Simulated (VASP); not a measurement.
```yaml
crystal:
  lattice:
    - [2.24000, -3.12000, 0.00000]
    - [2.24000, 3.12000, 0.00000]
    - [0.00000, 0.00000, 8.26000]
  atoms:
    - { symbol: Cl, position: [0.87700, 0.87700, 0.89700] }
    - { symbol: Cl, position: [0.62300, 0.62300, 0.39700] }
    - { symbol: Cl, position: [0.37700, 0.37700, 0.60300] }
    - { symbol: Cl, position: [0.12300, 0.12300, 0.10300] }
```

Level of theory: PBE GGA, VASP's PBE PAW potentials (set 64) (plane waves; VASP 6.6.1). Settings: 300 eV cut-off, 7×7×3 Γ-centred mesh, Fermi-Dirac smearing of 0.050 eV, potentials Cl.

Problem. Give the energies of bands 5 to 17 at the high-symmetry points, in eV from the valence-band maximum.

Solution. 
```
band      Γ      Y     F0      Z     B0      T      S      R
----  -----  -----  -----  -----  -----  -----  -----  -----
5     -5.28  -5.06  -5.04  -4.88  -4.87  -4.86  -5.00  -4.90
6     -4.38  -4.58  -4.75  -4.88  -4.87  -4.86  -5.00  -4.90
7     -2.50  -3.78  -3.57  -2.36  -3.36  -3.55  -3.29  -3.50
8     -2.47  -3.25  -3.09  -2.36  -3.36  -3.55  -3.29  -3.50
9     -2.08  -2.90  -3.01  -2.08  -2.98  -2.72  -2.35  -2.37
10    -2.07  -2.73  -2.85  -2.08  -2.98  -2.72  -2.35  -2.37
11    -0.68  -1.04  -0.91  -0.58  -0.44  -0.67  -0.56  -0.44
12    -0.29  -0.90  -0.70  -0.58  -0.44  -0.67  -0.56  -0.44
13    -0.10  -0.28  -0.20  -0.05  -0.41  -0.50  -0.13   0.00
14     0.00  -0.02  -0.02  -0.05  -0.41  -0.50  -0.13   0.00
15     2.44   2.53   2.62   2.69   2.70   2.60   2.88   2.76
16     3.09   2.80   2.81   2.69   2.70   2.60   2.88   2.76
17     6.97   8.56   8.77   7.50   9.33   8.97   8.42   8.64
```

The gap is direct, 2.44 eV, from the valence maximum at Γ to the conduction minimum at Γ.

The structure is a typed Cl crystal (Cmce). The cell was not relaxed at this level.
